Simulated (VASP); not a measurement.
Consider the following.

```
RuS2
1.0
    5.72295     0.00000     0.00000
    0.00000     5.72295     0.00000
    0.00000     0.00000     5.72295
Ru S
4 8
Direct
  0.00000   0.50000   0.50000
  0.50000   0.50000   0.00000
  0.50000   0.00000   0.50000
  0.00000   0.00000   0.00000
  0.38820   0.11180   0.88820
  0.61180   0.88820   0.11180
  0.11180   0.88820   0.38820
  0.88820   0.11180   0.61180
  0.88820   0.38820   0.11180
  0.11180   0.61180   0.88820
  0.61180   0.61180   0.61180
  0.38820   0.38820   0.38820
```

Method: PBE GGA, VASP's PBE PAW potentials (set 64) (plane waves; VASP). Numerical set-up: 300 eV cut-off, 3×3×3 Γ-centred mesh shifted by (0.5, 0.5, 0.5), Gaussian smearing of 0.050 eV, potentials Ru_pv S.

At this cut-off the stress carries a Pulay error, which pulls relaxed volumes low.

Estimate the energy per atom (σ→0), pressure, largest force.

```yaml
energy per atom (σ→0): -6.367 eV/atom
pressure: -6.92 GPa
largest_force: 0.192 eV/Å
```

Total energies compare only between runs with the same potentials, cut-off and functional.

The structure comes from a computed database's RuS2 entry; how it stands against other phases isn't given here. The cell was not relaxed at this level.
